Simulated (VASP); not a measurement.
Consider the following.

```xyz
2
Lattice="2.8373 0.0000 0.0000 0.0000 2.8373 0.0000 0.0000 0.0000 2.8373" Properties=species:S:1:pos:R:3 pbc="T T T"
Ga     1.4187     1.4187     1.4187
Co     0.0000     0.0000     0.0000
```

Calculation: PBEsol GGA with spin-orbit coupling, VASP's PBE PAW potentials (set 64) (plane waves; VASP). Numerical set-up: 400 eV cut-off, 12×12×12 Γ-centred mesh, Gaussian smearing of 0.050 eV, potentials Ga_d Co.

Give the energies of bands 13 to 26 at the high-symmetry points, in eV from the Fermi level.

```csv
band,Γ,X,M,R
13,-2.75,-7.18,-3.33,-4.34
14,-2.75,-7.18,-3.33,-4.34
15,-2.75,-2.52,-3.30,-4.34
16,-2.75,-2.52,-3.30,-4.34
17,-0.82,-1.92,-2.63,-0.25
18,-0.82,-1.92,-2.63,-0.25
19,-0.82,-1.83,-1.33,-0.25
20,-0.82,-1.83,-1.33,-0.25
21,-0.70,-0.78,-1.27,0.88
22,-0.70,-0.78,-1.27,0.88
23,5.08,0.09,-0.29,3.81
24,5.08,0.09,-0.29,3.81
25,5.41,10.88,2.47,3.95
26,5.41,10.88,2.47,3.95
```

It has no gap at this level: it comes out as a metal or semimetal.

The compound is CoGa in the CsCl type structure. It was relaxed first.
